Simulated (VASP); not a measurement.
Data:

```
CELL_PARAMETERS angstrom
      0.00000     3.38087     3.38087
      3.38087     0.00000     3.38087
      3.38087     3.38087     0.00000
ATOMIC_POSITIONS crystal
  Mg 0.25000 0.25000 0.25000
  Mg 0.75000 0.75000 0.75000
  Sn 0.00000 0.00000 0.00000
```

All values below come from optB86b-vdW, VASP's PBE PAW potentials (set 64) (plane waves; VASP). Numerical set-up: 520 eV cut-off, 9×9×9 Γ-centred mesh, tetrahedra with Blöchl corrections, potentials Mg Sn_d.

Unless said otherwise, spin-orbit coupling is left out, though it shifts the bands of the heavy elements here.

Q: What does the run give for the energy per atom (σ→0), band gap (on the k-mesh) with the smallest direct gap where there is one?

A: 
```
Property                                                     Value
------------------------  ----------------------------------------
band gap (on the k-mesh)  none (metal, semimetal or under 0.01 eV)
energy per atom (σ→0)                                -514 meV/atom
```

The absolute energy has meaning only against runs of the same code, potentials and settings.

The compound is Mg2Sn in the antifluorite structure. It was relaxed first.
